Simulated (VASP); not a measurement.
# BeCd2S3 (Cmc2_1) in VASP: relaxation of cell and atoms with PBE

Aim: the relaxation of cell and atoms of BeCd2S3 with PBE.

Everything below comes from runs of VASP 6.6.1. Logs are shortened: lines on timing, memory, paths and dates and some standing lists are left out, and cuts for length are marked.

### 1 The crystal as given

Symmetry: Cmc2_1, No. 36, orthorhombic system. The conventional cell has a = 11.900 Å, b = 6.840 Å, c = 5.900 Å, α = 90.00°, β = 90.00°, γ = 90.00°. Be (site symmetry m) has 4 S at 2.02 to 2.18 Å as nearest neighbours. Cd (site symmetry 1) is surrounded by 4 S at 2.46 to 2.74 Å. S (site symmetry 1) has 1 Be at 2.02 Å as nearest neighbours. S (site symmetry m) has 2 Be at 2.10 to 2.18 Å as nearest neighbours.

The cell was built by a generator and needn't be a form met in nature.

### 2 Relaxation of cell and atoms, PBE

File INCAR:

```
SYSTEM = BeCd2S3
PREC     = Normal         ! precision mode
ENCUT    = 520            ! plane-wave cutoff, eV
EDIFF    = 1E-4           ! SCF threshold, eV
ISMEAR   = 0              ! smearing method
SIGMA    = 0.15           ! smearing width, eV
LREAL    = Auto         
LASPH    = .TRUE.         ! aspherical terms in the spheres
NELM     = 60             ! most SCF steps
ALGO     = Fast           ! electronic algorithm
ISIF     = 3              ! what is computed and relaxed
LWAVE    = .FALSE.        ! write WAVECAR
LCHARG   = .FALSE.        ! write CHGCAR
GGA      = PE             ! functional
IBRION   = 2              ! ionic algorithm
NSW      = 24             ! ionic steps
EDIFFG   = -0.08          ! ionic threshold
```

File KPOINTS:

```
Automatic mesh
0
G
  3 3 3
  0 0 0
```

File POSCAR:

```
BeCd2S3
1.0
    5.9500000000     -3.4200000000      0.0000000000
    5.9500000000      3.4200000000      0.0000000000
    0.0000000000      0.0000000000      5.9000000000
Be Cd S
2 4 6
Direct
    0.1700000000      0.8300000000      0.9900000000
    0.8300000000      0.1700000000      0.4900000000
    0.8280000000      0.5180000000      0.0000000000
    0.1720000000      0.4820000000      0.5000000000
    0.4820000000      0.1720000000      0.0000000000
    0.5180000000      0.8280000000      0.5000000000
    0.4523000000      0.8369000000      0.9110000000
    0.1631000000      0.5477000000      0.9110000000
    0.8865000000      0.1135000000      0.8535000000
    0.8369000000      0.4523000000      0.4110000000
    0.5477000000      0.1631000000      0.4110000000
    0.1135000000      0.8865000000      0.3535000000
```

Potentials or basis: VASP PAW PBE potentials, release 64 (Be, Cd, S).

On the command line:

```bash
$ cat potpaw_PBE.64/Be/POTCAR potpaw_PBE.64/Cd/POTCAR potpaw_PBE.64/S/POTCAR > POTCAR
$ mpirun -np 1 vasp_std > vasp.out
```

OUTCAR:

```text
SYSTEM = BeCd2S3
   PREC = Normal
   ENCUT = 520
   EDIFF = 1E-4
   ISMEAR = 0
   LREAL = Auto
   LASPH = .TRUE.
   NELM = 60
   ISIF = 3
   GGA = PE
   IBRION = 2
   NSW = 24
   EDIFFG = -0.08

 ion  position               nearest neighbor table
   1  0.170  0.830  0.990-   7 2.02   8 2.02   9 2.10  12 2.18
   2  0.830  0.170  0.490-  10 2.02  11 2.02  12 2.10   9 2.18
   3  0.828  0.518  0.000-   7 2.46  10 2.46   8 2.47   9 2.74   6 3.63   6 3.63   4 3.71   4 3.71

   4  0.172  0.482  0.500-  11 2.46   8 2.46  10 2.47  12 2.74   5 3.63   5 3.63   3 3.71   3 3.71

   5  0.482  0.172  0.000-   8 2.46  11 2.46   7 2.47   9 2.74   4 3.63   4 3.63   6 3.71   6 3.71

   6  0.518  0.828  0.500-  10 2.46   7 2.46  11 2.47  12 2.74   3 3.63   3 3.63   5 3.71   5 3.71

   7  0.452  0.837  0.911-   1 2.02   3 2.46   6 2.46   5 2.47
   8  0.163  0.548  0.911-   1 2.02   5 2.46   4 2.46   3 2.47
   9  0.886  0.114  0.853-   1 2.10   2 2.18   3 2.74   5 2.74
  10  0.837  0.452  0.411-   2 2.02   6 2.46   3 2.46   4 2.47
  11  0.548  0.163  0.411-   2 2.02   4 2.46   5 2.46   6 2.47
  12  0.114  0.886  0.353-   2 2.10   1 2.18   4 2.74   6 2.74

  LATTYP: Found a base centered orthorhombic cell.
 ALAT       =     6.8400000000
 B/A-ratio  =     1.7397660819
 C/A-ratio  =     0.8625730994

  Lattice vectors:

 A1 = (  -5.9500000000,  -3.4200000000,   0.0000000000)
 A2 = (   5.9500000000,  -3.4200000000,   0.0000000000)
 A3 = (   0.0000000000,   0.0000000000,   5.9000000000)

Analysis of symmetry for initial positions (statically):
=====================================================================
 Subroutine PRICEL returns:
 Original cell was already a primitive cell.

 Routine SETGRP: Setting up the symmetry group for a
 base centered orthorhombic supercell.

 Subroutine GETGRP returns: Found  4 space group operations
 (whereof  2 operations were pure point group operations)
 out of a pool of  8 trial point group operations.

The static configuration has the point symmetry C_1h.
 The point group associated with its full space group is C_2v.

Analysis of symmetry for dynamics (positions and initial velocities):
=====================================================================
 Subroutine PRICEL returns:
 Original cell was already a primitive cell.

 Routine SETGRP: Setting up the symmetry group for a
 base centered orthorhombic supercell.

 Subroutine GETGRP returns: Found  4 space group operations
 (whereof  2 operations were pure point group operations)
 out of a pool of  8 trial point group operations.

The dynamic configuration has the point symmetry C_1h.
 The point group associated with its full space group is C_2v.

 Subroutine INISYM returns: Found  4 space group operations
 (whereof  2 operations are pure point group operations),
 and found     1 'primitive' translations

----------------------------------------------------------------------------------------

                                     Primitive cell

  volume of cell :     240.1182

  direct lattice vectors                    reciprocal lattice vectors
     5.950000000 -3.420000000  0.000000000     0.084033613 -0.146198830  0.000000000
     5.950000000  3.420000000  0.000000000     0.084033613  0.146198830  0.000000000
     0.000000000  0.000000000  5.900000000     0.000000000  0.000000000  0.169491525

  length of vectors
     6.862863834  6.862863834  5.900000000     0.168629019  0.168629019  0.169491525

  position of ions in fractional coordinates (direct lattice)
     0.170000000  0.830000000  0.990000000
     0.830000000  0.170000000  0.490000000
     0.828000000  0.518000000  0.000000000
     0.172000000  0.482000000  0.500000000
     0.482000000  0.172000000  0.000000000
     0.518000000  0.828000000  0.500000000
     0.452300000  0.836900000  0.911000000
     0.163100000  0.547700000  0.911000000
     0.886500000  0.113500000  0.853500000
     0.836900000  0.452300000  0.411000000
     0.547700000  0.163100000  0.411000000
     0.113500000  0.886500000  0.353500000

  ion indices of the primitive-cell ions
   primitive index   ion index
                 1           1
                 2           2
                 3           3
                 4           4
                 5           5
                 6           6
                 7           7
                 8           8
                 9           9
                10          10
                11          11
                12          12

----------------------------------------------------------------------------------------

 KPOINTS: Automatic mesh

Automatic generation of k-mesh.
 Grid dimensions read from file:
 generate k-points for:    3    3    3

 Generating k-lattice:

  Cartesian coordinates                     Fractional coordinates (reciprocal lattice)
     0.028011204 -0.048732943  0.000000000     0.333333333  0.000000000  0.000000000
     0.028011204  0.048732943  0.000000000     0.000000000  0.333333333  0.000000000
     0.000000000  0.000000000  0.056497175     0.000000000  0.000000000  0.333333333

  Length of vectors
     0.056209673  0.056209673  0.056497175

  Shift w.r.t. Gamma in fractional coordinates (k-lattice)
     0.000000000  0.000000000  0.000000000

 Subroutine IBZKPT returns following result:
 ===========================================

 Found      8 irreducible k-points:

 Following reciprocal coordinates:
            Coordinates               Weight
  0.000000  0.000000  0.000000      1.000000
  0.333333  0.000000  0.000000      4.000000
  0.333333  0.333333  0.000000      2.000000
 -0.333333  0.333333  0.000000      2.000000
  0.000000  0.000000  0.333333      2.000000
  0.333333  0.000000  0.333333      8.000000
  0.333333  0.333333  0.333333      4.000000
 -0.333333  0.333333  0.333333      4.000000
   k-points           NKPTS =      8   k-points in BZ     NKDIM =      8   number of bands    NBANDS=     52
   number of dos      NEDOS =    301   number of ions     NIONS =     12
   total plane-waves  NPLWV =  57600
   dimension x,y,z NGX =    40 NGY =   40 NGZ =   36
   dimension x,y,z NGXF=    80 NGYF=   80 NGZF=   72
   ions per type =               2   4   6
   NGX,Y,Z   is equivalent  to a cutoff of   9.69,  9.69, 10.14 a.u.
   NGXF,Y,Z  is equivalent  to a cutoff of  19.38, 19.38, 20.29 a.u.
 SYSTEM =  BeCd2S3
   PREC   = normal    normal or accurate (medium, high low for compatibility)
   ISTART =      0    job   : 0-new  1-cont  2-samecut
   ICHARG =      2    charge: 1-file 2-atom 10-const
   ISPIN  =      1    spin polarized calculation?
   LNONCOLLINEAR =      F non collinear calculations
   LSORBIT =      F    spin-orbit coupling
   LASPH  =      T    aspherical Exc in radial PAW
   ENCUT  =  520.0 eV  38.22 Ry    6.18 a.u.  12.76 12.76 10.97*2*pi/ulx,y,z
   NELM   =     60;   NELMIN=  2; NELMDL= -5     # of ELM steps
   EDIFF  = 0.1E-03   stopping-criterion for ELM
   LREAL  =      T    real-space projection
   EDIFFG = -.8E-01   stopping-criterion for IOM
   NSW    =     24    number of steps for IOM
   IBRION =      2    ionic relax: 0-MD 1-quasi-New 2-CG
   NFREE  =      1    steps in history (QN), initial steepest desc. (CG)
   ISIF   =      3    stress and relaxation
   ISYM   =      2    0-nonsym 1-usesym 2-fastsym
   POTIM  = 0.5000    time-step for ionic-motion
   TEBEG  =    0.0;   TEEND  =   0.0 temperature during run
   PSTRESS=    0.0 pullay stress
   NELECT =      88.0000    total number of electrons
   NUPDOWN=      -1.0000    fix difference up-down
   EMIN   =  10.00;   EMAX   =-10.00  energy-range for DOS
   EFERMI =   0.00;   METHOD = LEGACY
   ISMEAR =     0;   SIGMA  =   0.15  broadening in eV -4-tet -1-fermi 0-gaus
   EFERMI_NEDOS =   21; number of points for ismear=-14 and -15
   IALGO  =     68    algorithm
   IMIX   =      4    mixing-type and parameters
     AMIX     =   0.40;   BMIX     =  1.00
     AMIX_MAG =   1.60;   BMIX_MAG =  1.00
  volume/ion in A,a.u.               =      20.01       135.03
  Fermi-wavevector in a.u.,A,eV,Ry     =   1.171550  2.213908 18.674385  1.372529
  Thomas-Fermi vector in A             =   2.307992
   LORBIT       =      0    0 simple, 1 ext, 2 COOP (PROOUT), +10 PAW based schemes
   GGA     = PE    functional components
   LHFCALC =     F    Hartree Fock is set to
   AEXX    =    0.0000 exact exchange contribution
   IVDW    =     0    specifies the selected vdW correction
   LEPSILON=     F    determine dielectric tensor
   LRPA    =     F    only Hartree local field effects (RPA)
 conjugate gradient relaxation of ions
 non-spin polarized calculation
 RMM-DIIS sequential band-by-band and
 Gauss-broadening in eV      SIGMA  =   0.15
  energy-cutoff  :      520.00
  volume of cell :      240.12
 maximum number of plane-waves:      6481
   NGX = 25   NGY = 25   NGZ = 21

--------------------------------------- Ionic step        1  -------------------------------------------

 number of electron      87.9999973 magnetization

 Free energy of the ion-electron system (eV)
  ---------------------------------------------------
  ext. energy  EPLUGINS =         0.00000000
  ---------------------------------------------------
  free energy    TOTEN  =       -42.98529779 eV

  energy without entropy =      -42.98529779  energy(sigma->0) =      -42.98529779

------------------------ aborting loop because EDIFF is reached ----------------------------------------

  FORCE on cell =-STRESS in cart. coord.  units (eV):
  Direction    XX          YY          ZZ          XY          YZ          ZX
  --------------------------------------------------------------------------------------
  -------------------------------------------------------------------------------------
  Total        5.0739681      7.6812886     14.2841643      0.0000000      0.0000000      0.0000000
  in kB       33.8558122     51.2530347     95.3104103      0.0000000      0.0000000      0.0000000
  external PRESSURE =      60.1397524 kB  Pullay stress =       0.0000000 kB
[... 119 lines left out ...]
  FREE ENERGIE OF THE ION-ELECTRON SYSTEM (eV)
  ---------------------------------------------------
  free  energy   TOTEN  =       -43.8275387544 eV

  energy  without entropy=      -43.8275387544  energy(sigma->0) =      -43.82753875

[... ionic steps 4 to 9 ...]

--------------------------------------- Ionic step       10  -------------------------------------------

 number of electron      88.0000031 magnetization

------------------------ aborting loop because EDIFF is reached ----------------------------------------

  FORCE on cell =-STRESS in cart. coord.  units (eV):
  Direction    XX          YY          ZZ          XY          YZ          ZX
  --------------------------------------------------------------------------------------
  -------------------------------------------------------------------------------------
  Total        0.0548262     -0.2658334      0.3137332      0.0000000      0.0000000      0.0000000
  in kB        0.3419524     -1.6580082      1.9567608      0.0000000      0.0000000      0.0000000
  external PRESSURE =       0.2135683 kB  Pullay stress =       0.0000000 kB
[... 77 lines left out ...]
  energy  without entropy=      -44.2557074695  energy(sigma->0) =      -44.25570747

--------------------------------------- Ionic step       12  -------------------------------------------

 number of electron      88.0000028 magnetization

 Free energy of the ion-electron system (eV)
  ---------------------------------------------------
  ext. energy  EPLUGINS =         0.00000000
  ---------------------------------------------------
  free energy    TOTEN  =       -44.26166410 eV

  energy without entropy =      -44.26166410  energy(sigma->0) =      -44.26166410

 E-fermi :   2.5088     XC(G=0):  -9.3092

 val. band max:        1.8303039031   @ k =   0.0000   0.0000   0.0000
 cond. band min:       3.7813152972   @ k =   0.0000   0.0000   0.0000
 fundamental gap:      1.9510113941
 Fermi energy:         2.5088405917

 k-point     1 :       0.0000    0.0000    0.0000
  band No.  band energies     occupation
      1     -10.7566      2.00000
      2     -10.0366      2.00000
      3      -9.7724      2.00000
      4      -9.7533      2.00000
      5      -9.7485      2.00000
      6      -9.7455      2.00000
[... 468 lines left out ...]
  FREE ENERGIE OF THE ION-ELECTRON SYSTEM (eV)
  ---------------------------------------------------
  free  energy   TOTEN  =       -44.2616640981 eV

  energy  without entropy=      -44.2616640981  energy(sigma->0) =      -44.26166410

 reached required accuracy - stopping structural energy minimisation
```

It took 5.9 min on 1 thread of Intel Xeon Platinum 8175M at 2.50GHz (Skylake/Cascade Lake), shared host; peak memory 0.28 GiB.

What came out:

| Property | Result |
| --- | --- |
| Free energy | -44.2617 eV |
| Relaxed volume | 21.44 Å³/atom |
| Relaxed cell | a = 6.841 Å, b = 6.841 Å, c = 6.346 Å, α = 90.00°, β = 90.00°, γ = 60.01° |
| Space group after relaxing (to 0.05 Å) | Cmc2_1 (No. 36) |
| Energy gained by relaxing | 106.4 meV/atom |
| Ionic steps | 12 |
| Pressure after relaxing | -0.1 GPa |
| Largest force after relaxing | 0.064 eV/Å |
| Band gap on the k mesh | 1.95 eV, direct |

Forces on the atoms (eV/Å):
```
Be   0.000 -0.029 -0.043
Be   0.000  0.029 -0.043
Cd  -0.036 -0.008  0.038
Cd   0.036  0.008  0.038
Cd   0.036 -0.008  0.038
Cd  -0.036  0.008  0.038
S    0.041 -0.044  0.004
S   -0.041 -0.044  0.004
S    0.000  0.049 -0.041
S    0.041  0.044  0.004
S   -0.041  0.044  0.004
S    0.000 -0.049 -0.041
```

Step by step:
| step | energy change (eV) | largest force (eV/Å) | pressure (GPa) | volume (Å³) |
| --- | --- | --- | --- | --- |
| 1 | 0.0000 | 1.4950 | 6.01 | 240.12 |
| 2 | -0.8423 | 0.7980 | -2.13 | 267.09 |
| 3 | -0.8422 | 0.8045 | -2.06 | 266.88 |
| 4 | -1.1169 | 0.4966 | -1.02 | 261.65 |
| 5 | -1.2066 | 0.3403 | 0.17 | 256.80 |
| 6 | -1.2482 | 0.2084 | 0.05 | 256.96 |
| 7 | -1.2560 | 0.1474 | -0.01 | 257.04 |
| 8 | -1.2566 | 0.1600 | -0.02 | 257.06 |
| 9 | -1.2564 | 0.1570 | -0.03 | 257.06 |
| 10 | -1.2675 | 0.1002 | 0.02 | 256.88 |
| 11 | -1.2704 | 0.1085 | 0.08 | 256.75 |
| 12 | -1.2764 | 0.0639 | -0.05 | 257.25 |

Final structure:
```
Be Cd S
1.0
     5.92414   -3.42117    0.00000
     5.92414    3.42117    0.00000
     0.00000    0.00000    6.34635
Be Cd S
2 4 6
Direct
  0.14993 0.85007 0.00570
  0.85007 0.14993 0.50570
  0.83059 0.48991 0.00133
  0.16941 0.51009 0.50133
  0.51009 0.16941 0.00133
  0.48991 0.83059 0.50133
  0.45188 0.83803 0.90579
  0.16197 0.54812 0.90579
  0.87684 0.12316 0.84557
  0.83803 0.45188 0.40579
  0.54812 0.16197 0.40579
  0.12316 0.87684 0.34557
```

Caveat: the relaxation stopped at a loose force limit of 0.08 eV/Å, so its end isn't a converged minimum. Expect the measured gap to be larger: semilocal functionals such as PBE lack the derivative discontinuity.
